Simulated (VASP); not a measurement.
```xyz
2
Lattice="0.0000 2.6750 2.6750 2.6750 0.0000 2.6750 2.6750 2.6750 0.0000" Properties=species:S:1:pos:R:3 pbc="T T T"
K      0.0000     0.0000     0.0000
F      2.6750     2.6750     2.6750
```

These are Bethe-Salpeter equation (Tamm-Dancoff) on G0W0 levels and PBE orbitals, VASP's PBE PAW potentials (set 64) (plane waves; VASP 6.6.1) values and carry that method's errors. Numerical set-up: PREC = Normal, 500 eV cut-off, 6×6×6 Γ-centred mesh, Gaussian smearing of 0.010 eV, potentials K_sv_GW F_GW_new.

The mesh is coarse, so the spectrum and binding energies are not converged.

The BSE takes 3 valence and 4 conduction bands in the Tamm-Dancoff approximation; the smallest direct G0W0 gap on the mesh is 9.63 eV.

**Question.** Where does the first bright exciton lie on this mesh?

**Answer.** At 8.07 eV. Its distance from the direct gap isn't converged on a mesh this coarse and overstates the binding.

```tsv
ħω (eV)	ε₂
0.00	0.00
0.30	0.00
0.50	0.00
0.80	0.00
1.00	0.00
1.30	0.00
1.50	0.00
1.80	0.00
2.10	0.00
2.30	0.00
2.60	0.00
2.80	0.00
3.10	0.00
3.30	0.00
3.60	0.00
3.80	0.00
4.10	0.01
4.40	0.01
4.60	0.01
4.90	0.01
5.10	0.01
5.40	0.01
5.60	0.01
5.90	0.02
6.20	0.02
6.40	0.03
6.70	0.04
6.90	0.05
7.20	0.08
7.40	0.12
7.70	0.36
7.90	1.31
8.20	1.88
8.50	0.38
8.70	0.59
9.00	0.53
9.20	0.20
9.50	0.16
9.70	0.27
10.00	0.70
```

The compound is KF in the rock salt structure. The cell was not relaxed at this level.
